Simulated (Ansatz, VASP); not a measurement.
# Cross-check of Si7Ge3 between VASP and Ansatz, part 2 of 2

Aim: how closely do two programs agree when they are given the same cell, functional and k mesh? Of the first pair: The structure shown is frame 43 of Ansatz's trajectory.

VASP 6.6.1 and Ansatz 0.2.0.

So far. Step 3 (VASP: single point, PBE, pair 1): The run ends at a pressure of -0.86 GPa, with forces up to 1.5 eV/Å.

## Step 6: VASP: single point, PBE, pair 2

Level of this step: PBE; plane waves and PAW (Si, Ge_d) (VASP).

The same cell, functional, mesh and smearing now go to VASP, with its own data sets.

INCAR reads:

```
SYSTEM = Si7Ge3
PREC = Accurate
ENCUT = 410
EDIFF = 1E-06
NELM = 120
ISMEAR = -1
SIGMA = 0.025
LREAL = Auto
ALGO = Normal
GGA = PE
NBANDS = 512
LORBIT = 11
LWAVE = .FALSE.
LCHARG = .FALSE.
ISIF = 2
LASPH = .TRUE.
GGA_COMPAT = .FALSE.
EFERMI = MIDGAP
NCORE = 4
```

POSCAR reads:

```
Si7Ge3
1.0
   13.7704000000      0.0000000000      0.0000000000
    0.0000000000     13.7704000000      0.0000000000
    0.0000000000      0.0000000000     13.7704000000
Si Ge
84 36
Direct
    0.0408412247      0.9804653460      0.8741721373
    0.8363736711      0.3618776506      0.5084819613
    0.2828385523      0.9191381514      0.9819104746
    0.5799686284      0.5056933713      0.9986710626
    0.1140998083      0.7854673793      0.3088290827
    0.4141637135      0.8140068553      0.2261735316
    0.7979869866      0.6059228490      0.6813309708
    0.5771509905      0.6486884913      0.8052925115
    0.3966115726      0.3481089874      0.1320440946
    0.7746906408      0.9991793993      0.9626299890
    0.5895326207      0.7145326207      0.3716522396
    0.0646459072      0.5945070586      0.1137948063
    0.7011343171      0.4670888282      0.4522308720
    0.6186240051      0.4779962819      0.8406219137
    0.2354615697      0.9281139255      0.4732106547
    0.5018082263      0.3799599140      0.7655405798
    0.4070397374      0.4733123221      0.0176683321
    0.8959071632      0.3018430837      0.3595029919
    0.1859858828      0.7694184628      0.4706980189
    0.7476253413      0.7255925754      0.7820615233
    0.2221213618      0.0147054552      0.3218570267
    0.4196174403      0.6257334573      0.7341035845
    0.7268343694      0.6112531226      0.3622915819
    0.8157279382      0.2987494917      0.9959986638
    0.8145006681      0.1541494800      0.8937358392
    0.8423139488      0.1810259687      0.1441933422
    0.4828036949      0.1034537849      0.2903837216
    0.2462600941      0.8680212630      0.2270957997
    0.8764233428      0.8784639517      0.0211540696
    0.3945564399      0.9885333759      0.5196726312
[... 84 atom lines left out ...]
    0.5655972230      0.3864811480      0.3639618312
    0.9049119851      0.7066679254      0.5801356533
    0.4316432348      0.9118907221      0.6722172195
    0.5898013130      0.7276331842      0.5468831697
    0.1050949863      0.2166095393      0.5664759194
    0.4595654447      0.0405144368      0.1243028525
```

KPOINTS reads:

```
Automatic mesh
0
Gamma
1 1 1
0 0 0
```

Potentials, in the order of the species: Si and Ge_d (PBE family, release 64).

Run with:

```bash
mpirun -np 16 vasp_gam
```

Numbers of over 12 decimals in the logs are rounded to 6 here.

Log:

```text
[... set-up lines as in an earlier step ...]
 entering main loop
       N       E                     dE             d eps       ncg     rms          rms(c)
DAV:   1     0.152588430730E+05    0.15259E+05   -0.26526E+05  1144   0.294E+03
DAV:   2     0.278411895078E+04   -0.12475E+05   -0.12103E+05  1024   0.763E+02
DAV:   3    -0.142396323080E+03   -0.29265E+04   -0.27427E+04  1176   0.241E+02
DAV:   4    -0.570129974127E+03   -0.42773E+03   -0.40534E+03  1280   0.943E+01
[...]
DAV:  18    -0.585022448574E+03   -0.34979E-05   -0.16087E-05  1152   0.192E-02    0.237E-03
DAV:  19    -0.585022449671E+03   -0.10969E-05   -0.66427E-06   904   0.810E-03    0.136E-03
DAV:  20    -0.585022449878E+03   -0.20670E-06   -0.13574E-06   704   0.531E-03
   1 F= -.58502245E+03 E0= -.58500230E+03  d E =-.402962E-01
```

Parts of OUTCAR (step 6):

```text
  FREE ENERGIE OF THE ION-ELECTRON SYSTEM (eV)
  ---------------------------------------------------
  free  energy   TOTEN  =      -585.0224498778 eV

  energy  without entropy=     -584.9821536804  energy(sigma->0) =     -585.00230178
```

The run ends at a pressure of -0.79 GPa, with forces up to 1.9 eV/Å.

## Step 7: Comparison

Forces on 10 of the 120 atoms, those with the largest forces and the largest differences (eV/Å; atoms numbered as in POSCAR):

```csv
atom,"Ansatz x, y, z","VASP x, y, z"
Si2,"-1.231, -0.561, -0.752","-1.226, -0.559, -0.751"
Si5,"1.129, -1.008, 0.562","1.127, -1.012, 0.565"
Si7,"-1.086, 0.385, -1.391","-1.081, 0.385, -1.386"
Si19,"-0.258, -1.286, -0.887","-0.256, -1.284, -0.889"
Si22,"0.654, 1.814, -0.052","0.654, 1.808, -0.056"
Si33,"-0.400, 1.024, -0.276","-0.406, 1.013, -0.275"
Si35,"-0.814, -0.500, 1.691","-0.813, -0.496, 1.687"
Si42,"1.111, 0.491, 0.881","1.108, 0.493, 0.878"
Ge110,"-0.281, -0.142, -0.322","-0.276, -0.132, -0.323"
Ge114,"-0.045, -1.343, 0.350","-0.042, -1.331, 0.347"
```

The forces differ by 3.3 meV/Å r.m.s., which is 0.6 % of the r.m.s. force of 0.520 eV/Å (both taken over all components).

## Step 8: Ansatz: dynamics, PBE

One frame of this run of dynamics is then solved in both programs, so the motion causes no difference.

The structure compared here is frame 130 of Ansatz's trajectory.

input.yaml reads:

```yaml
crystal:
  lattice:
    - [13.7704, 0.0, 0.0]
    - [0.0, 13.7704, 0.0]
    - [0.0, 0.0, 13.7704]
  atoms:
    - { symbol: Si, position: [0.05453, 0.99024, 0.8669] }
    - { symbol: Si, position: [0.8206, 0.35062, 0.49745] }
    - { symbol: Si, position: [0.28681, 0.93604, 0.99205] }
    - { symbol: Si, position: [0.57568, 0.49871, 0.00953] }
    - { symbol: Si, position: [0.11395, 0.7668, 0.31196] }
    - { symbol: Si, position: [0.39453, 0.80701, 0.23299] }
    - { symbol: Si, position: [0.79742, 0.6096, 0.66827] }
    - { symbol: Si, position: [0.59475, 0.64174, 0.81831] }
    - { symbol: Si, position: [0.39476, 0.33071, 0.12464] }
    - { symbol: Si, position: [0.77474, 0.99572, 0.94819] }
    - { symbol: Si, position: [0.57478, 0.73165, 0.35605] }
    - { symbol: Si, position: [0.07029, 0.58068, 0.09918] }
    - { symbol: Si, position: [0.69948, 0.47392, 0.44733] }
    - { symbol: Si, position: [0.61767, 0.47204, 0.84732] }
    - { symbol: Si, position: [0.24771, 0.92747, 0.44703] }
    - { symbol: Si, position: [0.49417, 0.38127, 0.7687] }
    - { symbol: Si, position: [0.40837, 0.46259, 0.01841] }
    - { symbol: Si, position: [0.8941, 0.30031, 0.35029] }
    - { symbol: Si, position: [0.1932, 0.75691, 0.46554] }
    - { symbol: Si, position: [0.7514, 0.71645, 0.79013] }
    - { symbol: Si, position: [0.21972, 0.01771, 0.29319] }
    - { symbol: Si, position: [0.43996, 0.6254, 0.73888] }
    - { symbol: Si, position: [0.71642, 0.62652, 0.35173] }
    - { symbol: Si, position: [0.82577, 0.2947, 0.97556] }
    - { symbol: Si, position: [0.82534, 0.145, 0.87432] }
    - { symbol: Si, position: [0.84038, 0.17301, 0.11354] }
    - { symbol: Si, position: [0.48383, 0.12885, 0.30031] }
    - { symbol: Si, position: [0.22839, 0.85851, 0.22431] }
    - { symbol: Si, position: [0.87754, 0.87808, 0.02472] }
    - { symbol: Si, position: [0.3972, 0.99065, 0.50908] }
[... 84 atom lines left out ...]
    - { symbol: Ge, position: [0.57146, 0.3758, 0.38322] }
    - { symbol: Ge, position: [0.91634, 0.69978, 0.57313] }
    - { symbol: Ge, position: [0.43378, 0.90168, 0.66085] }
    - { symbol: Ge, position: [0.58645, 0.73672, 0.52836] }
    - { symbol: Ge, position: [0.10853, 0.23968, 0.56473] }
    - { symbol: Ge, position: [0.47512, 0.02936, 0.15726] }
kpoints:
  mp_grid: { grid: [1, 1, 1] }
hamiltonian:
  xc: pbe
scf:
  occupations: { method: fermi_dirac, width: 0.025 }
output:
  forces: true
  stress: true
md:
  timestep: 2.0
  n_steps: 130
  ensemble: nvt_langevin
  temperature: 300
  initial_velocities: maxwell_boltzmann
  seed: 4467
```

Run with:

```bash
ansatz run input.yaml --threads 4 --pin off --max-ram 15872MiB --backend cpu --events-out ev --progress --plain --runs-dir out
```

Log:

```text
[...]
Crystal: 120 atoms, lattice volume = 2611.197 Å³
Basis set: ecut = 420 eV, 50883 PW (Γ), exchange–correlation on 192×192×192 points (8 copies of the dense FFT grid, shifted against one another)
Bands: 540, of which v1, the nominal top of the filled ones, is band 420 counted from 1 (419 counted from 0)
Symmetry: 1 space group operations
k-points: 1
[...]
atom 119  Ge    -0.04502247     0.90234015    -0.00211610
  atom 120  Ge     0.68759026     0.15158654     0.10835180
  max |Σ_I F_I| component: 4.13e-5 eV/Å
--- Stress (GPa, compression-positive) ---
       -2.102504      -0.927179      -0.190339
       -0.927179      -0.039943       0.313751
       -0.190339       0.313751       0.580944
  P = ⅓ Tr σ = -0.5205 GPa (-5.205 kbar)
--- MD trajectory: 130 steps, t = 0.0 → 260.0 fs ---
[...]
[key lines of the parts left out:]
SCF converged after 8 iterations
Free energy (F): -207994.499257 eV
Fermi energy:    6.547264 eV
```

## Step 9: VASP: single point, PBE, pair 3

The same cell, functional, mesh and smearing now go to VASP, with its own data sets.

INCAR is that of step 6.

POSCAR reads:

```
Si7Ge3
1.0
   13.7704000000      0.0000000000      0.0000000000
    0.0000000000     13.7704000000      0.0000000000
    0.0000000000      0.0000000000     13.7704000000
Si Ge
84 36
Direct
    0.0505577180      0.9897969558      0.8813614710
    0.8385159472      0.3605995469      0.5103119735
    0.2786338814      0.9414396096      0.9957227096
    0.5834761517      0.4929849532      0.0021495381
    0.1203305641      0.7812917562      0.3108043339
    0.4087099866      0.8126851798      0.2253965026
    0.7898971707      0.6149058851      0.6795881020
    0.5841587753      0.6414047522      0.8038328589
    0.3991314704      0.3467873119      0.1360309069
    0.7693458433      0.0121419857      0.9793252193
    0.5871870098      0.7034726660      0.3757625051
    0.0712470226      0.5905783420      0.1055089177
    0.7047289839      0.4669798989      0.4566751874
    0.6278612096      0.4697975367      0.8423502585
    0.2422950677      0.9199151804      0.4746920932
    0.5099997095      0.3687038866      0.7699631093
    0.4104165456      0.4667547784      0.0122000813
    0.9034305467      0.3070063324      0.3600331145
    0.1894643583      0.7602175681      0.4731089874
    0.7485403474      0.7304072503      0.7973043630
    0.2146923837      0.0081188636      0.3192645094
    0.4257610527      0.6297565793      0.7547202696
    0.7236318480      0.6010718643      0.3611441933
    0.8228737001      0.2951620868      0.9898477895
    0.8151034102      0.1517893453      0.8894585488
    0.8504618602      0.1723987684      0.1296186022
    0.4778074711      0.0956617092      0.3000929530
    0.2447060361      0.8650946959      0.2183959798
    0.8608900250      0.8857694766      0.0393815721
    0.3996252832      0.9874658688      0.5200938244
[... 84 atom lines left out ...]
    0.5730407250      0.3881804450      0.3745497589
    0.9094724917      0.7072416197      0.5847687794
    0.4414105618      0.8997559984      0.6714765003
    0.5840062743      0.7238133969      0.5487422297
    0.0969470749      0.1997618079      0.5703973741
    0.4574086446      0.0356126184      0.1253485738
```

KPOINTS is that of step 6.

Run with:

```bash
mpirun -np 16 vasp_gam
```

Log:

```text
[... set-up lines as in an earlier step ...]
 entering main loop
       N       E                     dE             d eps       ncg     rms          rms(c)
DAV:   1     0.151325516684E+05    0.15133E+05   -0.26621E+05  1176   0.294E+03
DAV:   2     0.281012411259E+04   -0.12322E+05   -0.11936E+05  1024   0.787E+02
DAV:   3    -0.136172235945E+03   -0.29463E+04   -0.27644E+04  1168   0.243E+02
DAV:   4    -0.570472545079E+03   -0.43430E+03   -0.41332E+03  1272   0.953E+01
[...]
DAV:  17    -0.585369059885E+03   -0.87827E-05   -0.31606E-05  1160   0.218E-02    0.367E-03
DAV:  18    -0.585369062246E+03   -0.23608E-05   -0.10661E-05   928   0.135E-02    0.194E-03
DAV:  19    -0.585369063187E+03   -0.94113E-06   -0.45055E-06   864   0.697E-03
   1 F= -.58536906E+03 E0= -.58535343E+03  d E =-.312584E-01
```

Parts of OUTCAR (step 9):

```text
  FREE ENERGIE OF THE ION-ELECTRON SYSTEM (eV)
  ---------------------------------------------------
  free  energy   TOTEN  =      -585.3690631868 eV

  energy  without entropy=     -585.3378048089  energy(sigma->0) =     -585.35343400

[... 1 further part left out ...]
```

The run ends at a pressure of -0.70 GPa, with forces up to 2.0 eV/Å.

## Step 10: Comparison

Forces on 10 of the 120 atoms, those with the largest forces and the largest differences (eV/Å; atoms numbered as in POSCAR):

```csv
atom,"Ansatz x, y, z","VASP x, y, z"
Si21,"0.698, -1.260, 0.141","0.695, -1.257, 0.144"
Si33,"-0.630, 0.514, -0.209","-0.630, 0.501, -0.204"
Si38,"-1.029, -0.697, -1.481","-1.026, -0.698, -1.479"
Si50,"1.372, 0.201, 1.462","1.364, 0.201, 1.459"
Si59,"-0.335, -1.226, -0.816","-0.333, -1.223, -0.806"
Si69,"-1.002, -1.031, -0.552","-0.999, -1.030, -0.554"
Si79,"-1.315, -0.170, -0.619","-1.312, -0.170, -0.617"
Ge86,"0.308, -1.526, -0.118","0.308, -1.529, -0.115"
Ge108,"-0.032, -0.456, -0.013","-0.020, -0.450, -0.010"
Ge114,"-0.339, -1.068, 0.200","-0.337, -1.059, 0.191"
```

The forces differ by 3.2 meV/Å r.m.s., which is 0.7 % of the r.m.s. force of 0.486 eV/Å (both taken over all components).

## Step 11: Outcome

| Quantity | Value |
| --- | --- |
| r.m.s. force difference (single point, PBE, pair 1) | 0.72 % of the r.m.s. force |
| r.m.s. force difference (single point, PBE, pair 2) | 0.63 % of the r.m.s. force |
| r.m.s. force difference (single point, PBE, pair 3) | 0.67 % of the r.m.s. force |

What this shows: The r.m.s. force difference is 0.72 % of the r.m.s. force (single point, PBE, pair 1), within the 3 % picked in this series as the mark of a large difference. How closely two codes agree says nothing of how well the functional describes the real material.

[Lines on the potential files, build, host, timing and source positions are cut from VASP's logs without a mark.]

[Logs are printed without paths, hosts, clocks, repeated set-up lines and the standing remarks that a program may print on its own settings, such as how far it seeks lower states.]

[Hosts, paths, dates, database ids (printed as entryN), source tags and the programs' standing remarks are cut or masked in the printed files.]
